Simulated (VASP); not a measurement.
A run of VASP 6.6.1:

File INCAR:

```
SYSTEM = Al
PREC = Accurate ; ENCUT = 320
EDIFF = 1E-6 ; ISMEAR = -1
SIGMA = 0.05 ; LREAL = .False.
LASPH = .True. ; NELM = 60
ALGO = Normal ; ISIF = 2
LWAVE = .False. ; LCHARG = .False.
```

The input KPOINTS:

```
regular mesh
0
Gamma
  6 6 6
  0 0 0
```

Contents of POSCAR:

```
Al
1.0
    7.9660000000      0.0000000000      0.0000000000
    0.0000000000      7.9660000000      0.0000000000
    0.0000000000      0.0000000000      7.9660000000
Al
32
Direct
    0.0000000000      0.0000000000      0.0000000000
    0.0000000000      0.0000000000      0.5000000000
    0.0000000000      0.5000000000      0.0000000000
    0.0000000000      0.5000000000      0.5000000000
    0.5000000000      0.0000000000      0.0000000000
    0.5000000000      0.0000000000      0.5000000000
    0.5000000000      0.5000000000      0.0000000000
    0.5000000000      0.5000000000      0.5000000000
    0.0000000000      0.2500000000      0.2500000000
    0.0000000000      0.2500000000      0.7500000000
    0.0000000000      0.7500000000      0.2500000000
    0.0000000000      0.7500000000      0.7500000000
    0.5000000000      0.2500000000      0.2500000000
    0.5000000000      0.2500000000      0.7500000000
    0.5000000000      0.7500000000      0.2500000000
    0.5000000000      0.7500000000      0.7500000000
    0.2500000000      0.0000000000      0.2500000000
    0.2500000000      0.0000000000      0.7500000000
    0.2500000000      0.5000000000      0.2500000000
    0.2500000000      0.5000000000      0.7500000000
    0.7500000000      0.0000000000      0.2500000000
    0.7500000000      0.0000000000      0.7500000000
    0.7500000000      0.5000000000      0.2500000000
    0.7500000000      0.5000000000      0.7500000000
    0.2500000000      0.2500000000      0.0000000000
    0.2500000000      0.2500000000      0.5000000000
    0.2500000000      0.7500000000      0.0000000000
    0.2500000000      0.7500000000      0.5000000000
    0.7500000000      0.2500000000      0.0000000000
    0.7500000000      0.2500000000      0.5000000000
    0.7500000000      0.7500000000      0.0000000000
    0.7500000000      0.7500000000      0.5000000000
```

Potentials or basis: VASP PAW LDA potentials, release 64 (Al).

The run is started by

```console
$ cat potpaw_LDA.64/Al/POTCAR > POTCAR
$ mpirun -np 1 vasp_std > vasp.out
```

Hardware: 1 thread of AMD EPYC 9R45 96-Core Processor (Zen 5) (shared host).

Question: Estimate the wall time of this run.

Answer: Run time: 2.9 min on 1 thread of AMD EPYC 9R45 96-Core Processor (Zen 5), on a shared host, peak memory 0.33 GiB. Counts: scf iterations 11, k points 20.
